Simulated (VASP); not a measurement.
Here is a VASP 6.6.1 calculation.

INCAR

```
SYSTEM = Nb4SiSb2
  PREC = Accurate
  ENCUT = 600
  EDIFF = 1E-6
  ISMEAR = 0
  SIGMA = 0.03
  LREAL = .FALSE.
  LASPH = .TRUE.
  NELM = 80
  ALGO = Normal
  ISIF = 3
  LWAVE = .FALSE.
  LCHARG = .FALSE.
  GGA = PE
  IBRION = 2
  NSW = 90
  EDIFFG = -0.01
  KPAR = 4
```

The input KPOINTS:

```
regular mesh
0
G
  6 6 6
  0 0 0
```

The input POSCAR:

```
Nb4SiSb2
1.0
   -5.1819000000      5.1819000000      2.4575500000
    5.1819000000     -5.1819000000      2.4575500000
    5.1819000000      5.1819000000     -2.4575500000
Nb Si Sb
8 2 4
Direct
    0.0853000000      0.7930500000      0.8783500000
    0.9147000000      0.2069500000      0.1216500000
    0.7930500000      0.9147000000      0.7077500000
    0.2069500000      0.0853000000      0.2922500000
    0.4147000000      0.2930500000      0.7077500000
    0.5853000000      0.7069500000      0.2922500000
    0.7069500000      0.4147000000      0.1216500000
    0.2930500000      0.5853000000      0.8783500000
    0.2500000000      0.2500000000      0.0000000000
    0.7500000000      0.7500000000      0.0000000000
    0.8596300000      0.6403700000      0.5000000000
    0.1403700000      0.3596300000      0.5000000000
    0.6403700000      0.1403700000      0.7807400000
    0.3596300000      0.8596300000      0.2192600000
```

Potentials or basis: VASP PAW PBE potentials, release 64 (Nb_sv, Si, Sb).

The run is started by

```console
$ cat potpaw_PBE.64/Nb_sv/POTCAR potpaw_PBE.64/Si/POTCAR potpaw_PBE.64/Sb/POTCAR > POTCAR
$ mpirun -np 4 vasp_std > vasp.out
```

**Question.** Predict the relaxed volume.

**Answer.** 19.25 Å³/atom.

**Question.** Estimate the band gap on the k mesh.

**Answer.** None (metal or under the smearing width).

**Question.** What does it give for the relaxed cell?

**Answer.** a = 7.788 Å, b = 7.788 Å, c = 7.788 Å, α = 95.77°, β = 95.77°, γ = 143.02°.

The path:
```
step  energy change (eV)  largest force (eV/Å)  pressure (GPa)  volume (Å³)
   1              0.0000                0.1354            3.03       263.96
   2              0.0768                0.2481           -4.61       277.81
   3             -0.0499                0.1665           -0.12       269.20
   4             -0.0499                0.1654           -0.05       269.09
   5             -0.0567                0.0732            0.01       269.22
   6             -0.0585                0.0130            0.07       269.32
   7             -0.0590                0.0099           -0.12       269.68
   8             -0.0590                0.0069           -0.07       269.59
   9             -0.0590                0.0026            0.09       269.32
  10             -0.0591                0.0029            0.01       269.46
```

Spin-orbit coupling is left out, which matters for the levels of Sb.
